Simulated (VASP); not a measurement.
Input:

```xyz
2
Lattice="0.0000 2.7532 2.7532 2.7532 0.0000 2.7532 2.7532 2.7532 0.0000" Properties=species:S:1:pos:R:3 pbc="T T T"
Li     5.5063     5.5063     5.5063
Cl     1.3766     1.3766     1.3766
```

All values below come from PBE GGA, VASP's PBE PAW potentials (set 64) (plane waves; VASP). Run with 520 eV cut-off, 9×9×9 Γ-centred mesh, tetrahedra with Blöchl corrections, potentials Li_sv Cl.

Question: Tabulate the total density of states (states/eV per cell) against energy (eV; zero at the valence-band maximum or, without a gap, the Fermi level).

Answer: 
```
E (eV) | DOS (states/eV)
    -9.94 |  0.00
    -9.58 |  0.00
    -9.34 |  0.00
    -8.98 |  0.00
    -8.62 |  0.00
    -8.26 |  0.00
    -8.02 |  0.00
    -7.66 |  0.00
    -7.30 |  0.00
    -6.94 |  0.00
    -6.70 |  0.00
    -6.34 |  0.00
    -5.98 |  0.00
    -5.74 |  0.00
    -5.38 |  0.00
    -5.02 |  0.00
    -4.66 |  0.00
    -4.42 |  0.00
    -4.06 |  0.00
    -3.70 |  0.00
    -3.34 |  0.00
    -3.10 |  0.00
    -2.74 |  0.00
    -2.38 |  0.00
    -2.14 |  0.00
    -1.78 | ######## 1.33
    -1.42 | #################### 3.47
    -1.06 | ################ 2.79
    -0.82 | ######################## 4.06
    -0.46 | ############################## 5.16
    -0.10 | ######### 1.58
     0.26 |  0.00
     0.50 |  0.00
     0.86 |  0.00
     1.22 |  0.00
     1.58 |  0.00
     1.82 |  0.00
     2.18 |  0.00
     2.54 |  0.00
     2.78 |  0.00
     3.14 |  0.00
     3.50 |  0.00
     3.86 |  0.00
     4.10 |  0.00
     4.46 |  0.00
     4.82 |  0.00
     5.18 |  0.00
     5.42 |  0.00
     5.78 |  0.00
     6.14 |  0.02
     6.38 |  0.08
     6.74 | # 0.19
     7.10 | #### 0.63
     7.46 | ##### 0.94
     7.70 | ###### 1.00
     8.06 | ####### 1.23
     8.42 | ######## 1.35
     8.78 | ## 0.34
     9.02 |  0.01
     9.38 | ##### 0.87
```
Within 2 eV below the valence-band maximum the largest weight inside VASP's projection spheres is Cl p.

The structure was generated: LiCl was put into the zinc blende type (F-43m), which need not be its known phase. It was relaxed first, which changed the volume by +11 %.
